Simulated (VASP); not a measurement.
These are PBE GGA, VASP's PBE PAW potentials (set 64) (plane waves; VASP) values and carry that method's errors.

VASP input:

**INCAR**
```
# general
SYSTEM  = CdS
PREC    = Accurate
ENCUT   = 520
LREAL   = .False.
LASPH   = .True.

# electronic loop
EDIFF   = 1E-7
NELM    = 100
ALGO    = Normal
LMAXMIX = 4

# smearing
ISMEAR  = 0
SIGMA   = 0.05

# functional
GGA     = PE

# ions
IBRION  = 2
NSW     = 30
ISIF    = 4
EDIFFG  = -0.01

# output
LWAVE   = .False.
LCHARG  = .False.
```

### KPOINTS
```
kpoints
0
G
 6 6 4
```

### POSCAR
```
CdS
1.0
  2.1446689872  -3.7146754678   0.0000000000
  2.1446689872   3.7146754678   0.0000000000
  0.0000000000   0.0000000000   6.9663109867
Cd S
2 2
Cart
  2.1446689872  -1.2382276324   3.4831731404
  2.1446689872   1.2382276324   0.0000176471
  2.1446689872  -1.2382276324   6.1094370883
  2.1446689872   1.2382276324   2.6262815949
```

POTCAR, in this order: Cd S (PBE.64 set). Program: vasp_std.

Output of the run:

OSZICAR:
```
       N       E                     dE             d eps       ncg     rms          rms(c)
DAV:   1     0.246105001663E+03    0.24611E+03   -0.17345E+04   924   0.147E+03
DAV:   2     0.184097732464E+01   -0.24426E+03   -0.23907E+03  1026   0.351E+02
DAV:   3    -0.132047504854E+02   -0.15046E+02   -0.14983E+02  1098   0.856E+01
DAV:   4    -0.133797784028E+02   -0.17503E+00   -0.17495E+00  1056   0.940E+00
DAV:   5    -0.133826774124E+02   -0.28990E-02   -0.28989E-02  1140   0.119E+00    0.939E+00
DAV:   6    -0.122593370910E+02    0.11233E+01   -0.27742E+00  1168   0.158E+01    0.765E+00
DAV:   7    -0.122444787264E+02    0.14858E-01   -0.67310E-01  1080   0.478E+00    0.392E+00
DAV:   8    -0.122444278640E+02    0.50862E-04   -0.82714E-02  1032   0.300E+00    0.417E-01
DAV:   9    -0.122420950064E+02    0.23329E-02   -0.18181E-02  1164   0.157E+00    0.121E-01
DAV:  10    -0.122425380341E+02   -0.44303E-03   -0.14273E-03  1020   0.335E-01    0.117E-01
DAV:  11    -0.122427071357E+02   -0.16910E-03   -0.24501E-04  1110   0.104E-01    0.751E-02
DAV:  12    -0.122427128797E+02   -0.57440E-05   -0.16879E-04  1056   0.884E-02    0.669E-03
DAV:  13    -0.122427134219E+02   -0.54223E-06   -0.12176E-05  1086   0.273E-02    0.539E-03
DAV:  14    -0.122427142119E+02   -0.78994E-06   -0.20620E-06  1068   0.116E-02    0.368E-03
DAV:  15    -0.122427138717E+02    0.34013E-06   -0.14081E-06  1002   0.112E-02    0.190E-03
DAV:  16    -0.122427138458E+02    0.25922E-07   -0.17968E-07   946   0.234E-03
   1 F= -.12242714E+02 E0= -.12242714E+02  d E =-.122427E+02
```

File OUTCAR:
```
------------------------ aborting loop because EDIFF is reached ----------------------------------------
  FORCE on cell =-STRESS in cart. coord.  units (eV):
  Direction    XX          YY          ZZ          XY          YZ          ZX
  --------------------------------------------------------------------------------------
  Total       -1.8983366     -1.8983364     -1.8394531      0.0000000      0.0000000      0.0000000
  in kB      -27.4012137    -27.4012110    -26.5512701      0.0000000      0.0000000      0.0000000
  external PRESSURE =     -27.1178982 kB  Pullay stress =       0.0000000 kB
  volume of cell :      111.00
      direct lattice vectors                 reciprocal lattice vectors
     2.144668987 -3.714675468  0.000000000     0.233136210 -0.134601260  0.000000000
     2.144668987  3.714675468  0.000000000     0.233136210  0.134601260  0.000000000
     0.000000000  0.000000000  6.966310987     0.000000000  0.000000000  0.143547999
  FREE ENERGIE OF THE ION-ELECTRON SYSTEM (eV)
  ---------------------------------------------------
  free  energy   TOTEN  =       -12.2427138458 eV

  energy  without entropy=      -12.2427138458  energy(sigma->0) =      -12.24271385

 reached required accuracy - stopping structural energy minimisation
```
(Selected blocks of OUTCAR.)

File OUTCAR:
```
 val. band max:        0.4230681440   @ k =   0.0000   0.0000   0.0000

 cond. band min:       1.3840695327   @ k =   0.0000   0.0000   0.0000


 Fermi energy:         0.6516406579

 k-point     1 :       0.0000    0.0000    0.0000
  band No.  band energies     occupation
      1     -11.3263      2.00000
      2     -10.9916      2.00000
      3      -6.9572      2.00000
      4      -6.9530      2.00000
      5      -6.9529      2.00000
      6      -6.8911      2.00000
      7      -6.8911      2.00000
      8      -6.6538      2.00000
      9      -6.6538      2.00000
     10      -6.5880      2.00000
     11      -6.5880      2.00000
     12      -6.3210      2.00000
     13      -3.3264      2.00000
     14      -0.1943      2.00000
     15      -0.1943      2.00000
     16       0.3992      2.00000
     17       0.4230      2.00000
     18       0.4231      2.00000
     19       1.3841      0.00000
     20       3.0470      0.00000
     21       6.8832      0.00000
     22       6.8832      0.00000

 k-point     2 :       0.1667    0.0000    0.0000
  band No.  band energies     occupation
      1     -11.2526      2.00000
      2     -10.9599      2.00000
      3      -6.9339      2.00000
      4      -6.9251      2.00000
      5      -6.8876      2.00000
      6      -6.8539      2.00000
      7      -6.8517      2.00000
      8      -6.6675      2.00000
      9      -6.6522      2.00000
     10      -6.6113      2.00000
     11      -6.5823      2.00000
     12      -6.2752      2.00000
     13      -3.1787      2.00000
     14      -1.0353      2.00000
     15      -0.7055      2.00000
     16      -0.4532      2.00000
     17       0.2364      2.00000
     18       0.2694      2.00000
     19       2.5030      0.00000
     20       3.8384      0.00000
     21       6.1949      0.00000
     22       7.1721      0.00000

 k-point     3 :       0.3333    0.0000    0.0000
  band No.  band energies     occupation
      1     -11.0940      2.00000
...
```

The compound is CdS in the wurtzite structure. This cell is one point of a volume scan, at 1.06 of the reference volume.
